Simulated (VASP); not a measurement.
All values below come from PBE GGA with D3 dispersion (Becke-Johnson damping), VASP's PBE PAW potentials (set 64) (plane waves; VASP).

VASP input:

### INCAR
```
! general
SYSTEM   =  Gd
PREC     =  Accurate
ENCUT    =  520
LREAL    =  .FALSE.   ! projection in real space or not
LASPH    =  .TRUE.   ! aspherical one-centre terms

! electronic loop
EDIFF    =  1E-7
NELM     =  100   ! most electronic steps
ALGO     =  Normal   ! blocked Davidson
LMAXMIX  =  6   ! l cut-off of mixed one-centre charges

! smearing
ISMEAR   =  1   ! Methfessel-Paxton
SIGMA    =  0.1

! functional
GGA      =  PE   ! PBE
IVDW     =  12

! ions
IBRION   =  2
NSW      =  30   ! most ionic steps
ISIF     =  4   ! ions and shape, fixed volume
EDIFFG   =  -0.01   ! ionic stop

! output
LWAVE    =  .FALSE.
LCHARG   =  .FALSE.
```

**POSCAR**
```
Gd
1.0
  1.7664747099  -3.0596237451   0.0000000000
  1.7664747099   3.0596237451   0.0000000000
  0.0000000000   0.0000000000   5.5700677352
Gd
2
direct
  0.3333330000   0.6666670000   0.2500000000
  0.6666670000   0.3333330000   0.7500000000
```

File KPOINTS:
```
Regular mesh
0
Gamma
12 12 7
```

POTCAR, in this order: Gd_3 (PBE.64 set). Program: vasp_std.

The run wrote:

**OSZICAR**
```
       N       E                     dE             d eps       ncg     rms          rms(c)
DAV:   1     0.400887081223E+02    0.40089E+02   -0.88875E+03  1976   0.123E+03
DAV:   2    -0.724424320054E+01   -0.47333E+02   -0.46139E+02  2186   0.240E+02
DAV:   3    -0.904881136021E+01   -0.18046E+01   -0.17039E+01  2647   0.282E+01
DAV:   4    -0.908209548007E+01   -0.33284E-01   -0.32637E-01  2393   0.388E+00
DAV:   5    -0.908292027919E+01   -0.82480E-03   -0.82454E-03  2866   0.467E-01    0.237E+01
DAV:   6    -0.908773532782E+01   -0.48150E-02   -0.19672E-02  2211   0.115E+00    0.142E+01
DAV:   7    -0.909827991572E+01   -0.10545E-01   -0.35450E-02  2096   0.155E+00    0.221E-01
DAV:   8    -0.909796939330E+01    0.31052E-03   -0.20788E-03  2321   0.346E-01    0.604E-02
DAV:   9    -0.909797478805E+01   -0.53948E-05   -0.20151E-04  2474   0.106E-01    0.317E-02
DAV:  10    -0.909796954125E+01    0.52468E-05   -0.28582E-05  2349   0.387E-02    0.360E-02
DAV:  11    -0.909797076779E+01   -0.12265E-05   -0.42300E-06  2276   0.149E-02    0.139E-03
DAV:  12    -0.909797094452E+01   -0.17672E-06   -0.31707E-07  2398   0.399E-03    0.317E-03
DAV:  13    -0.909797089381E+01    0.50701E-07   -0.15027E-08  1308   0.101E-03
   1 F= -.10075862E+02 E0= -.10076046E+02  d E =-.100759E+02
       N       E                     dE             d eps       ncg     rms          rms(c)
DAV:   1    -0.909808348458E+01   -0.11254E-03   -0.40110E-03  1996   0.461E-01    0.389E-02
DAV:   2    -0.909803202056E+01    0.51464E-04   -0.64770E-05  2271   0.657E-02    0.251E-02
DAV:   3    -0.909800952989E+01    0.22491E-04   -0.30603E-05  2561   0.422E-02    0.127E-02
DAV:   4    -0.909800955452E+01   -0.24638E-07   -0.42071E-06  2576   0.147E-02    0.666E-03
DAV:   5    -0.909800950417E+01    0.50358E-07   -0.83045E-08  1354   0.241E-03
   2 F= -.10075898E+02 E0= -.10076041E+02  d E =-.351487E-04
```

File OUTCAR:
```
------------------------ aborting loop because EDIFF is reached ----------------------------------------
 Edisp (eV)   -0.97789
  FORCE on cell =-STRESS in cart. coord.  units (eV):
  Direction    XX          YY          ZZ          XY          YZ          ZX
  --------------------------------------------------------------------------------------
  Total       0.38503     0.38503     0.41235     0.00000     0.00000     0.00000
  in kB      10.24568    10.24568    10.97276     0.00000     0.00000     0.00000
  external pressure =       10.49 kB  Pullay stress =        0.00 kB
  volume of cell :       60.21
      direct lattice vectors                 reciprocal lattice vectors
     1.765718007 -3.058313093 -0.000000000     0.283170924 -0.163488820 -0.000000000
     1.765718007  3.058313093  0.000000000     0.283170924  0.163488820  0.000000000
     0.000000000 -0.000000000  5.574842901     0.000000000 -0.000000000  0.179377252
 POSITION                                       TOTAL-FORCE (eV/Angst)
 -----------------------------------------------------------------------------------
      1.76572      1.01944      1.39371         0.000000     -0.000000      0.000000
      1.76572     -1.01944      4.18113        -0.000000      0.000000      0.000000
 -----------------------------------------------------------------------------------
    total drift:                               -0.000002      0.000107     -0.000011
  FREE ENERGIE OF THE ION-ELECTRON SYSTEM (eV)
  ---------------------------------------------------
  free  energy   TOTEN  =       -10.0758975688 eV

  energy  without entropy=      -10.0763273980  energy(sigma->0) =      -10.07604085

 reached required accuracy - stopping structural energy minimisation
```
(Selected blocks of OUTCAR.)

CONTCAR:
```
Gd
   1.00000000000000
     1.7657180065361067   -3.0583130928319266   -0.0000000000000000
     1.7657180065361067    3.0583130928319266    0.0000000000000000
     0.0000000000000000   -0.0000000000000000    5.5748429009445690
  Gd
     2
Direct
     0.3333330000000032    0.6666669999999968    0.2500000000000000
     0.6666669999999968    0.3333330000000032    0.7500000000000000
```

The 4f electrons are frozen in the core of the lanthanide potential, so 4f levels, which can set the real gap, and their magnetism are missing.

The compound is Gd in the hcp structure. This cell is one point of a volume scan, at 0.97 of the reference volume. Symmetry was kept, so distortions that lower it aren't found.
